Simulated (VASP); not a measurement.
Here is the system:

```yaml
crystal:
  lattice:
    - [0.00000, 1.78363, 1.78363]
    - [1.78363, 0.00000, 1.78363]
    - [1.78363, 1.78363, 0.00000]
  atoms:
    - { symbol: Cu, position: [0.00000, 0.00000, 0.00000] }
```

Method: AM05 GGA, VASP's PBE PAW potentials (set 64) (plane waves; VASP). Settings: 520 eV cut-off, Gaussian smearing of 0.050 eV, potentials Cu.

### Question
Predict the band gap (along the path) with the smallest direct gap where there is one.

### Answer

```yaml
band gap (along the path): none (metal, semimetal or under 0.01 eV)
```

The compound is Cu in the fcc structure. It was relaxed first.
